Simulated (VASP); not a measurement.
Given:

```
Mg3ZnO4
1.0
    2.98536    -4.22433     0.00000
    2.98536     4.22433     0.00000
    0.00000     0.00000     2.99175
Mg Zn O
3 1 4
Direct
  0.50000   0.50000   0.00000
  0.00000   0.50000   0.50000
  0.50000   0.00000   0.50000
  0.00000   0.00000   0.00000
  0.25283   0.74717   0.00000
  0.74717   0.25283   0.00000
  0.74486   0.74486   0.50000
  0.25514   0.25514   0.50000
```

These are PBEsol GGA, VASP's PBE PAW potentials (set 64) (plane waves; VASP) values and carry that method's errors. Numerical set-up: 520 eV cut-off, 6×6×9 Γ-centred mesh, Gaussian smearing of 0.010 eV, potentials Mg Zn O.

Problem. Give the direction-averaged independent-particle dielectric function (no local fields, no excitons; a broadening of 0.1 eV leaves a tail below the gap, and fine structure carries the noise of the k-mesh).

Solution. 
```json
[
 {"ħω (eV)": "0.00", "ε₁": "3.67", "ε₂": "0.00"},
 {"ħω (eV)": "0.40", "ε₁": "3.67", "ε₂": "0.00"},
 {"ħω (eV)": "0.80", "ε₁": "3.69", "ε₂": "0.01"},
 {"ħω (eV)": "1.20", "ε₁": "3.72", "ε₂": "0.01"},
 {"ħω (eV)": "1.60", "ε₁": "3.77", "ε₂": "0.01"},
 {"ħω (eV)": "2.00", "ε₁": "3.83", "ε₂": "0.02"},
 {"ħω (eV)": "2.40", "ε₁": "3.92", "ε₂": "0.03"},
 {"ħω (eV)": "2.80", "ε₁": "4.04", "ε₂": "0.04"},
 {"ħω (eV)": "3.20", "ε₁": "4.23", "ε₂": "0.06"},
 {"ħω (eV)": "3.60", "ε₁": "4.61", "ε₂": "0.26"},
 {"ħω (eV)": "4.00", "ε₁": "4.57", "ε₂": "0.41"},
 {"ħω (eV)": "4.40", "ε₁": "4.83", "ε₂": "1.24"},
 {"ħω (eV)": "4.80", "ε₁": "4.60", "ε₂": "1.15"},
 {"ħω (eV)": "5.20", "ε₁": "4.29", "ε₂": "1.17"},
 {"ħω (eV)": "5.60", "ε₁": "4.40", "ε₂": "1.49"},
 {"ħω (eV)": "6.00", "ε₁": "4.69", "ε₂": "1.69"},
 {"ħω (eV)": "6.40", "ε₁": "4.73", "ε₂": "1.93"},
 {"ħω (eV)": "6.80", "ε₁": "4.30", "ε₂": "2.53"},
 {"ħω (eV)": "7.20", "ε₁": "4.17", "ε₂": "2.49"},
 {"ħω (eV)": "7.60", "ε₁": "4.01", "ε₂": "2.89"},
 {"ħω (eV)": "8.00", "ε₁": "4.16", "ε₂": "3.01"},
 {"ħω (eV)": "8.40", "ε₁": "3.68", "ε₂": "3.54"},
 {"ħω (eV)": "8.80", "ε₁": "2.58", "ε₂": "3.57"},
 {"ħω (eV)": "9.30", "ε₁": "2.34", "ε₂": "3.11"}
]
```
ε₂ peaks at 8.6 eV (height 3.9); ε₁(0) averages 3.67, so the electronic refractive index below the gap tends to √3.67 = 1.91.

The structure comes from a computed database's Mg3ZnO4 entry (Cmmm); how it stands against other phases isn't given here. It was relaxed first.
